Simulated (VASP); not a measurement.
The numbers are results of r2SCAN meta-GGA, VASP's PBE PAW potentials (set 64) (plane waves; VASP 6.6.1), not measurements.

VASP ran on this input.

**INCAR**
```
# general
SYSTEM  = SnO2
PREC    = Accurate
ENCUT   = 520
LREAL   = .FALSE.
LASPH   = .TRUE.

# electronic loop
EDIFF   = 1E-7
NELM    = 100
ALGO    = Normal
LMAXMIX = 4
LMIXTAU = .TRUE.

# smearing
ISMEAR  = -5

# functional
METAGGA = R2SCAN

# ions
ISIF    = 2

# output
LWAVE   = .FALSE.
LCHARG  = .FALSE.
LORBIT  = 11
NEDOS   = 601

# other
LEFG    = .TRUE.
```

**POSCAR**
```
SnO2
1
    1.6083633844     0.9285885890     4.3425747053
   -1.6083633844     0.9285885890     4.3425747053
    0.0000000000    -1.8571781391     4.3425746906
Sn O
1 2
Direct
  0.0000000000   0.0000000000   0.0000000000
  0.2584321091   0.2584321091   0.2584321090
  0.7415678909   0.7415678909   0.7415678910
```

**KPOINTS**
```
Automatic mesh
0
Gamma
9 9 9
0 0 0
```

KPOINTS_OPT:
```
k-points along high-symmetry lines
8
Line-mode
Reciprocal
  0.000000   0.000000   0.000000 ! GAMMA
  0.500000   0.500000   0.500000 ! T

  0.500000   0.500000   0.500000 ! T
  0.809156   0.190844   0.500000 ! H_2

  0.500000  -0.190844   0.190844 ! H_0
  0.500000   0.000000   0.000000 ! L

  0.500000   0.000000   0.000000 ! L
  0.000000   0.000000   0.000000 ! GAMMA

  0.000000   0.000000   0.000000 ! GAMMA
  0.345422  -0.345422   0.000000 ! S_0

  0.654578   0.000000   0.345422 ! S_2
  0.500000   0.000000   0.500000 ! F

  0.500000   0.000000   0.500000 ! F
  0.000000   0.000000   0.000000 ! GAMMA
```

POTCAR, in this order: Sn_d O (PBE.64 set). Program: vasp_std.

What VASP printed:

OSZICAR:
```
       N       E                     dE             d eps       ncg     rms          rms(c)
DAV:   1     0.218449698497E+03    0.21845E+03   -0.14503E+04  2968   0.233E+03
DAV:   2    -0.289129579119E+02   -0.24736E+03   -0.24204E+03  3420   0.502E+02
DAV:   3    -0.504651960687E+02   -0.21552E+02   -0.21456E+02  3301   0.147E+02
DAV:   4    -0.510268131896E+02   -0.56162E+00   -0.56119E+00  3781   0.249E+01
DAV:   5    -0.510397732703E+02   -0.12960E-01   -0.12959E-01  3925   0.347E+00    0.107E+01
DAV:   6    -0.427615958953E+02    0.82782E+01   -0.89227E+00  4326   0.684E+01    0.483E+00
DAV:   7    -0.411721890932E+02    0.15894E+01   -0.11132E+00  3489   0.130E+01    0.222E+00
DAV:   8    -0.437559993082E+02   -0.25838E+01   -0.76674E-01  2997   0.951E+00    0.137E+00
DAV:   9    -0.414710841608E+02    0.22849E+01   -0.36546E-01  2915   0.555E+00    0.253E-01
DAV:  10    -0.416748111201E+02   -0.20373E+00   -0.13827E-01  2920   0.402E+00    0.180E-01
DAV:  11    -0.416703049818E+02    0.45061E-02   -0.98665E-03  3047   0.111E+00    0.793E-02
DAV:  12    -0.416730664698E+02   -0.27615E-02   -0.10522E-02  2963   0.125E+00    0.456E-02
DAV:  13    -0.416727199918E+02    0.34648E-03   -0.25855E-03  3001   0.624E-01    0.486E-02
DAV:  14    -0.416765630468E+02   -0.38431E-02   -0.10136E-03  2935   0.343E-01    0.172E-02
DAV:  15    -0.416766868930E+02   -0.12385E-03   -0.88968E-05  3831   0.921E-02    0.789E-03
DAV:  16    -0.416767731267E+02   -0.86234E-04   -0.37603E-05  2952   0.728E-02    0.230E-03
DAV:  17    -0.416767736107E+02   -0.48402E-06   -0.51961E-06  3043   0.232E-02    0.166E-03
DAV:  18    -0.416767784631E+02   -0.48524E-05   -0.91002E-07  3228   0.111E-02    0.122E-03
DAV:  19    -0.416767794218E+02   -0.95864E-06   -0.23385E-07  3265   0.593E-03    0.686E-04
DAV:  20    -0.416767795233E+02   -0.10150E-06   -0.63336E-08  2441   0.303E-03    0.422E-04
DAV:  21    -0.416767795157E+02    0.76125E-08   -0.79174E-09  1556   0.121E-03
   1 F= -.41676780E+02 E0= -.41676780E+02  d E =0.000000E+00
       N       E                     dE             ncg
```

OUTCAR:
```
------------------------ aborting loop because EDIFF is reached ----------------------------------------
  FORCE on cell =-STRESS in cart. coord.  units (eV):
  Direction    XX          YY          ZZ          XY          YZ          ZX
  --------------------------------------------------------------------------------------
  Total        0.0565178      0.0565178     -0.0340984     -0.0000000      0.0000000      0.0000000
  in kB        2.3269656      2.3269650     -1.4039074     -0.0000000      0.0000001      0.0000000
  external PRESSURE =       1.0833411 kB  Pullay stress =       0.0000000 kB
  volume of cell :       38.91
      direct lattice vectors                 reciprocal lattice vectors
     1.608363384  0.928588589  4.342574705     0.310875020  0.179483800  0.076759391
    -1.608363384  0.928588589  4.342574705    -0.310875020  0.179483800  0.076759391
     0.000000000 -1.857178139  4.342574691     0.000000000 -0.358967602  0.076759352
 POSITION                                       TOTAL-FORCE (eV/Angst)
 -----------------------------------------------------------------------------------
      0.00000      0.00000      0.00000         0.000000      0.000000      0.000000
      0.00000     -0.00000      3.36678         0.000000      0.000000     -0.009405
      0.00000     -0.00000      9.66094         0.000000     -0.000000      0.009405
 -----------------------------------------------------------------------------------
    total drift:                               -0.000000      0.000000     -0.000000
  FREE ENERGIE OF THE ION-ELECTRON SYSTEM (eV)
  ---------------------------------------------------
  free  energy   TOTEN  =       -41.6767795157 eV

  energy  without entropy=      -41.6767795157  energy(sigma->0) =      -41.67677952

 total charge

# of ion       s       p       d       tot
------------------------------------------
    1        0.864   1.083  10.340  12.287
    2        1.577   3.479   0.000   5.056
    3        1.577   3.479   0.000   5.056
--------------------------------------------------
tot          4.017   8.042  10.340  22.399

 Electric field gradients after diagonalization (V/A^2)
 (convention: |V_zz| > |V_xx| > |V_yy|)
----------------------------------------------------------------------
 ion       V_xx      V_yy      V_zz     asymmetry (V_yy - V_xx)/ V_zz
----------------------------------------------------------------------
   1     -68.679   -68.677   137.356       0.000
   2      34.591    34.590   -69.181       0.000
   3      34.591    34.590   -69.181       0.000
```
(Selected blocks of OUTCAR.)

The structure was generated: SnO2 was put into the CdCl2 type (R-3m), which need not be its known phase. It was relaxed first.
